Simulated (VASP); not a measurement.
OSZICAR of a VASP run on Rh16Cl:

### OSZICAR
```
...
DAV:   8    -0.110815112097E+03    0.51105E-03   -0.10572E-02  1462   0.597E-01    0.495E-01
DAV:   9    -0.110813341615E+03    0.17705E-02   -0.53094E-03  1444   0.414E-01    0.185E-01
DAV:  10    -0.110813073924E+03    0.26769E-03   -0.12682E-03  1412   0.204E-01    0.789E-02
DAV:  11    -0.110813145627E+03   -0.71702E-04   -0.27830E-04  1326   0.969E-02    0.942E-02
DAV:  12    -0.110813139512E+03    0.61152E-05   -0.14836E-04  1332   0.804E-02    0.869E-02
DAV:  13    -0.110813142457E+03   -0.29452E-05   -0.40709E-05   970   0.341E-02
   3 F= -.11081314E+03 E0= -.11081192E+03  d E =-.243197E+00
       N       E                     dE             d eps       ncg     rms          rms(c)
DAV:   1    -0.110813155022E+03   -0.15511E-04   -0.52154E-02  1084   0.633E-01    0.130E-01
DAV:   2    -0.110819532466E+03   -0.63774E-02   -0.12924E-02  1568   0.562E-01    0.877E-01
DAV:   3    -0.110813275113E+03    0.62574E-02   -0.13437E-02  1572   0.576E-01    0.911E-02
DAV:   4    -0.110813451435E+03   -0.17632E-03   -0.10531E-03  1408   0.160E-01    0.143E-01
DAV:   5    -0.110813274988E+03    0.17645E-03   -0.65340E-04  1372   0.140E-01    0.470E-02
DAV:   6    -0.110813290981E+03   -0.15993E-04   -0.94133E-05  1264   0.520E-02    0.473E-02
DAV:   7    -0.110813292153E+03   -0.11717E-05   -0.58926E-05   980   0.455E-02
   4 F= -.11081329E+03 E0= -.11081209E+03  d E =-.243346E+00
       N       E                     dE             d eps       ncg     rms          rms(c)
DAV:   1    -0.110831126040E+03   -0.17835E-01   -0.62926E+00  1080   0.706E+00    0.840E-01
DAV:   2    -0.110848377899E+03   -0.17252E-01   -0.11116E-01  1200   0.149E+00    0.104E+00
DAV:   3    -0.110849090205E+03   -0.71231E-03   -0.71842E-02  1378   0.181E+00    0.107E+00
DAV:   4    -0.110839653360E+03    0.94368E-02   -0.21687E-02  1460   0.927E-01    0.513E-01
DAV:   5    -0.110839956998E+03   -0.30364E-03   -0.13180E-02  1578   0.576E-01    0.549E-01
DAV:   6    -0.110838935847E+03    0.10212E-02   -0.70078E-03  1516   0.435E-01    0.386E-01
DAV:   7    -0.110838014815E+03    0.92103E-03   -0.39604E-03  1384   0.303E-01    0.173E-01
DAV:   8    -0.110837849014E+03    0.16580E-03   -0.10220E-03  1342   0.174E-01    0.700E-02
DAV:   9    -0.110837850492E+03   -0.14775E-05   -0.21230E-04  1344   0.814E-02    0.517E-02
DAV:  10    -0.110837833129E+03    0.17362E-04   -0.10110E-04  1198   0.617E-02    0.283E-02
DAV:  11    -0.110837830938E+03    0.21909E-05   -0.25438E-05   724   0.281E-02
   5 F= -.11083783E+03 E0= -.11083706E+03  d E =-.245388E-01
       N       E                     dE             d eps       ncg     rms          rms(c)
DAV:   1    -0.110837598112E+03    0.23502E-03   -0.25959E+01  1080   0.143E+01    0.177E+00
DAV:   2    -0.110906362914E+03   -0.68765E-01   -0.45959E-01  1200   0.300E+00    0.205E+00
DAV:   3    -0.110917859616E+03   -0.11497E-01   -0.30489E-01  1378   0.376E+00    0.229E+00
DAV:   4    -0.110921460771E+03   -0.36012E-02   -0.20729E-01  1508   0.261E+00    0.263E+00
DAV:   5    -0.110866273691E+03    0.55187E-01   -0.77230E-02  1524   0.156E+00    0.530E-01
DAV:   6    -0.110871083738E+03   -0.48100E-02   -0.25137E-02  1382   0.777E-01    0.871E-01
DAV:   7    -0.110866032783E+03    0.50510E-02   -0.18430E-02  1386   0.694E-01    0.342E-01
DAV:   8    -0.110865662632E+03    0.37015E-03   -0.47015E-03  1394   0.378E-01    0.210E-01
DAV:   9    -0.110865441256E+03    0.22138E-03   -0.11670E-03  1352   0.191E-01    0.955E-02
DAV:  10    -0.110865423412E+03    0.17844E-04   -0.47864E-04  1384   0.132E-01    0.722E-02
DAV:  11    -0.110865379429E+03    0.43983E-04   -0.15832E-04  1324   0.767E-02    0.328E-02
DAV:  12    -0.110865390933E+03   -0.11504E-04   -0.64035E-05  1184   0.450E-02    0.386E-02
DAV:  13    -0.110865386111E+03    0.48219E-05   -0.22290E-05   700   0.323E-02
   6 F= -.11086539E+03 E0= -.11086503E+03  d E =-.520940E-01
       N       E                     dE             d eps       ncg     rms          rms(c)
DAV:   1    -0.110863570040E+03    0.18209E-02   -0.36822E+00  1080   0.540E+00    0.648E-01
DAV:   2    -0.110873681212E+03   -0.10111E-01   -0.65881E-02  1236   0.114E+00    0.791E-01
DAV:   3    -0.110885977542E+03   -0.12296E-01   -0.68762E-02  1442   0.155E+00    0.150E+00
DAV:   4    -0.110883084130E+03    0.28934E-02   -0.83535E-02  1588   0.149E+00    0.132E+00
DAV:   5    -0.110867739024E+03    0.15345E-01   -0.34118E-02  1550   0.979E-01    0.260E-01
DAV:   6    -0.110868444503E+03   -0.70548E-03   -0.44631E-03  1422   0.317E-01    0.355E-01
DAV:   7    -0.110867586263E+03    0.85824E-03   -0.26779E-03  1348   0.268E-01    0.130E-01
DAV:   8    -0.110867580427E+03    0.58360E-05   -0.75628E-04  1386   0.149E-01    0.102E-01
DAV:   9    -0.110867510533E+03    0.69893E-04   -0.25580E-04  1348   0.906E-02    0.320E-02
DAV:  10    -0.110867516179E+03   -0.56461E-05   -0.10077E-04  1334   0.602E-02    0.345E-02
DAV:  11    -0.110867504238E+03    0.11942E-04   -0.34156E-05   836   0.401E-02    0.114E-02
DAV:  12    -0.110867506722E+03   -0.24848E-05   -0.90903E-06   590   0.105E-02
   7 F= -.11086751E+03 E0= -.11086715E+03  d E =-.542146E-01
       N       E                     dE             d eps       ncg     rms          rms(c)
DAV:   1    -0.110869871061E+03   -0.23668E-02   -0.73020E+00  1080   0.767E+00    0.789E-01
DAV:   2    -0.110901915200E+03   -0.32044E-01   -0.13568E-01  1340   0.161E+00    0.175E+00
DAV:   3    -0.110919042899E+03   -0.17128E-01   -0.22992E-01  1506   0.250E+00    0.224E+00
DAV:   4    -0.110880773925E+03    0.38269E-01   -0.75582E-02  1636   0.165E+00    0.704E-01
DAV:   5    -0.110876328718E+03    0.44452E-02   -0.93079E-03  1516   0.585E-01    0.238E-01
DAV:   6    -0.110876947434E+03   -0.61872E-03   -0.36056E-03  1446   0.337E-01    0.324E-01
DAV:   7    -0.110876158236E+03    0.78920E-03   -0.24449E-03  1366   0.285E-01    0.135E-01
DAV:   8    -0.110876181700E+03   -0.23464E-04   -0.10233E-03  1458   0.181E-01    0.109E-01
DAV:   9    -0.110876111669E+03    0.70031E-04   -0.40481E-04  1408   0.116E-01    0.643E-02
DAV:  10    -0.110876080240E+03    0.31429E-04   -0.15029E-04  1378   0.699E-02    0.268E-02
DAV:  11    -0.110876082454E+03   -0.22138E-05   -0.32704E-05   760   0.347E-02
   8 F= -.11087608E+03 E0= -.11087597E+03  d E =-.857573E-02
       N       E                     dE             d eps       ncg     rms          rms(c)
DAV:   1    -0.110876092402E+03   -0.12162E-04   -0.72678E-02  1080   0.766E-01    0.822E-02
DAV:   2    -0.110877315327E+03   -0.12229E-02   -0.32151E-03  1436   0.269E-01    0.372E-01
DAV:   3    -0.110876288657E+03    0.10267E-02   -0.37771E-03  1474   0.315E-01    0.125E-01
DAV:   4    -0.110876251699E+03    0.36958E-04   -0.52310E-04  1468   0.138E-01    0.961E-02
DAV:   5    -0.110876160248E+03    0.91451E-04   -0.13974E-04  1436   0.805E-02    0.244E-02
DAV:   6    -0.110876167265E+03   -0.70169E-05   -0.38792E-05   888   0.335E-02
   9 F= -.11087617E+03 E0= -.11087609E+03  d E =-.866054E-02
       N       E                     dE             d eps       ncg     rms          rms(c)
DAV:   1    -0.110877209101E+03   -0.10489E-02   -0.16407E+00  1080   0.353E+00    0.379E-01
DAV:   2    -0.110885687175E+03   -0.84781E-02   -0.37866E-02  1276   0.909E-01    0.911E-01
DAV:   3    -0.110889203995E+03   -0.35168E-02   -0.56541E-02  1404   0.120E+00    0.113E+00
DAV:   4    -0.110880744218E+03    0.84598E-02   -0.34681E-02  1490   0.979E-01    0.522E-01
DAV:   5    -0.110878534941E+03    0.22093E-02   -0.47249E-03  1428   0.365E-01    0.127E-01
DAV:   6    -0.110878594789E+03   -0.59847E-04   -0.64674E-04  1414   0.153E-01    0.139E-01
DAV:   7    -0.110878564000E+03    0.30788E-04   -0.50723E-04  1404   0.135E-01    0.105E-01
DAV:   8    -0.110878484846E+03    0.79155E-04   -0.34230E-04  1428   0.116E-01    0.523E-02
DAV:   9    -0.110878474632E+03    0.10213E-04   -0.10124E-04  1274   0.546E-02    0.306E-02
DAV:  10    -0.110878464836E+03    0.97961E-05   -0.38259E-05   802   0.381E-02
  10 F= -.11087846E+03 E0= -.11087847E+03  d E =-.229757E-02
       N       E                     dE             d eps       ncg     rms          rms(c)
DAV:   1    -0.110878483476E+03   -0.88436E-05   -0.12958E-01  1080   0.993E-01    0.110E-01
DAV:   2    -0.110879308164E+03   -0.82469E-03   -0.34264E-03  1292   0.271E-01    0.286E-01
DAV:   3    -0.110879616620E+03   -0.30846E-03   -0.53806E-03  1442   0.376E-01    0.352E-01
DAV:   4    -0.110878735201E+03    0.88142E-03   -0.30463E-03  1476   0.287E-01    0.133E-01
DAV:   5    -0.110878594549E+03    0.14065E-03   -0.36122E-04  1416   0.103E-01    0.389E-02
DAV:   6    -0.110878592246E+03    0.23030E-05   -0.47610E-05  1092   0.443E-02
  11 F= -.11087859E+03 E0= -.11087862E+03  d E =-.242498E-02
       N       E                     dE             d eps       ncg     rms          rms(c)
DAV:   1    -0.110878690218E+03   -0.95670E-04   -0.60972E-01  1080   0.220E+00    0.233E-01
DAV:   2    -0.110882256574E+03   -0.35664E-02   -0.13419E-02  1320   0.535E-01    0.625E-01
DAV:   3    -0.110881894735E+03    0.36184E-03   -0.18164E-02  1444   0.710E-01    0.556E-01
DAV:   4    -0.110880327418E+03    0.15673E-02   -0.12342E-02  1530   0.573E-01    0.354E-01
DAV:   5    -0.110879289405E+03    0.10380E-02   -0.21085E-03  1462   0.254E-01    0.120E-01
DAV:   6    -0.110879272363E+03    0.17041E-04   -0.33911E-04  1456   0.101E-01    0.103E-01
DAV:   7    -0.110879251674E+03    0.20690E-04   -0.28264E-04  1486   0.100E-01    0.764E-02
DAV:   8    -0.110879202324E+03    0.49349E-04   -0.19534E-04  1406   0.867E-02    0.324E-02
DAV:   9    -0.110879197983E+03    0.43410E-05   -0.27346E-05   760   0.336E-02
  12 F= -.11087920E+03 E0= -.11087930E+03  d E =-.605738E-03
```

Which electronic solver shows in the log?

It is blocked Davidson (ALGO = Normal, or the opening steps of other solvers). The INCAR had ALGO = Normal.

Can the final energy be trusted as converged?

The calculation finished and met its thresholds. It stopped with EDIFF = 1E-5, NELM = 100, NSW = 50 and EDIFFG = -0.03 after 12 ionic steps (PBE GGA, plane waves, VASP's PBE PAW potentials (set 64)).

The cell is a thin slab with vacuum, built from Rh (fcc): (100) face, Cl adsorbed.
